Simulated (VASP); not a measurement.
Level of theory: optB86b-vdW, VASP's PBE PAW potentials (set 64) (plane waves; VASP).

VASP ran on this input.

**KPOINTS**
```
Regular mesh
0
G
  10 10 10
0 0 0
```

### INCAR
```
# general
SYSTEM    =  HgTe
PREC      =  Accurate
ENCUT     =  520
LREAL     =  .FALSE.
LASPH     =  .TRUE.

# electronic loop
EDIFF     =  1E-7
NELM      =  100
ALGO      =  Normal
LMAXMIX   =  6

# smearing
ISMEAR    =  1
SIGMA     =  0.1

# functional
GGA       =  MK
LUSE_VDW  =  .TRUE.
AGGAC     =  0.0
PARAM1    =  0.1234
PARAM2    =  1.0

# ions
ISIF      =  2

# output
LWAVE     =  .FALSE.
LCHARG    =  .FALSE.
```

### POSCAR
```
HgTe
3.2595070
  0.0000000000   1.0000000697   1.0000000697
  1.0000000697   0.0000000000   1.0000000697
  1.0000000697   1.0000000697   0.0000000000
Hg Te
1 1
Cart
  0.0000000000   0.0000000000   0.0000000000
  0.5000000349   0.5000000349   0.5000000349
```

POTCAR, in this order: Hg Te (PBE.64 set). Program: vasp_std.

The run wrote:

**OSZICAR**
```
       N       E                     dE             d eps       ncg     rms          rms(c)
DAV:   1     0.112888676988E+03    0.11289E+03   -0.80979E+03  1222   0.120E+03
DAV:   2     0.537152642791E+01   -0.10752E+03   -0.10214E+03  1312   0.266E+02
DAV:   3     0.784153994476E+00   -0.45874E+01   -0.45411E+01  1507   0.569E+01
DAV:   4     0.738364336902E+00   -0.45790E-01   -0.45783E-01  1698   0.523E+00
DAV:   5     0.738238303796E+00   -0.12603E-03   -0.12603E-03  1497   0.271E-01    0.743E+00
DAV:   6     0.945671528353E+00    0.20743E+00   -0.51512E-01  1402   0.105E+01    0.595E+00
DAV:   7     0.952054006780E+00    0.63825E-02   -0.10818E-01  1322   0.258E+00    0.219E+00
DAV:   8     0.952986697240E+00    0.93269E-03   -0.10601E-02  1307   0.140E+00    0.604E-01
DAV:   9     0.953025907637E+00    0.39210E-04   -0.82873E-04  1417   0.361E-01    0.120E-01
DAV:  10     0.953005768617E+00   -0.20139E-04   -0.92857E-05  1385   0.103E-01    0.506E-02
DAV:  11     0.952995980358E+00   -0.97883E-05   -0.26976E-05  1292   0.483E-02    0.297E-02
DAV:  12     0.952997415561E+00    0.14352E-05   -0.39866E-06  1337   0.189E-02    0.152E-02
DAV:  13     0.952997441223E+00    0.25662E-07   -0.26693E-07  1352   0.378E-03
   1 F= 0.95299744E+00 E0= 0.95292264E+00  d E =0.224418E-03
```

OUTCAR:
```
------------------------ aborting loop because EDIFF is reached ----------------------------------------
  FORCE on cell =-STRESS in cart. coord.  units (eV):
  Direction    XX          YY          ZZ          XY          YZ          ZX
  --------------------------------------------------------------------------------------
  Total        0.5363565      0.5363565      0.5363565     -0.0000000      0.0000000      0.0000000
  in kB       12.4073286     12.4073286     12.4073286     -0.0000000      0.0000000      0.0000000
  external PRESSURE =      12.4073286 kB  Pullay stress =       0.0000000 kB
  volume of cell :       69.26
      direct lattice vectors                 reciprocal lattice vectors
     0.000000000  3.259507227  3.259507227    -0.153397420  0.153397420  0.153397420
     3.259507227  0.000000000  3.259507227     0.153397420 -0.153397420  0.153397420
     3.259507227  3.259507227  0.000000000     0.153397420  0.153397420 -0.153397420
 POSITION                                       TOTAL-FORCE (eV/Angst)
 -----------------------------------------------------------------------------------
      0.00000      0.00000      0.00000        -0.000000     -0.000000     -0.000000
      1.62975      1.62975      1.62975         0.000000      0.000000      0.000000
 -----------------------------------------------------------------------------------
    total drift:                               -0.000000     -0.000000     -0.000000
  FREE ENERGIE OF THE ION-ELECTRON SYSTEM (eV)
  ---------------------------------------------------
  free  energy   TOTEN  =         0.9529974412 eV

  energy  without entropy=        0.9527730229  energy(sigma->0) =        0.95292264
```
(Selected blocks of OUTCAR.)

The compound is HgTe in the zinc blende structure. This cell is one point of a volume scan, at 0.97 of the reference volume.
